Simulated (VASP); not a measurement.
Given:

```xyz
3
Lattice="0.0000 2.6317 2.6317 2.6317 0.0000 2.6317 2.6317 2.6317 0.0000" Properties=species:S:1:pos:R:3 pbc="T T T"
Co     0.0000     0.0000     0.0000
Si     1.3158     1.3158     1.3158
Si     3.9475     3.9475     3.9475
```

Calculation: optB88-vdW, VASP's PBE PAW potentials (set 64) (plane waves; VASP). Numerical set-up: 520 eV cut-off, 10×10×10 Γ-centred mesh, first-order Methfessel-Paxton smearing of 0.10 eV, potentials Co Si.

Task: Give the stress tensor in GPa (positive for a compressed cell).

Result: 
```
12.02   0.00   0.00
 0.00  12.02   0.00
 0.00   0.00  12.02
```
The pressure is its mean diagonal, 12.02 GPa.

The compound is CoSi2 in the fluorite structure. This cell is one point of a volume scan, at 0.94 of the reference volume. The run is not spin-polarised, so no magnetic state was tried. The electron count is odd and the run is not spin-polarised, which forces a metal.
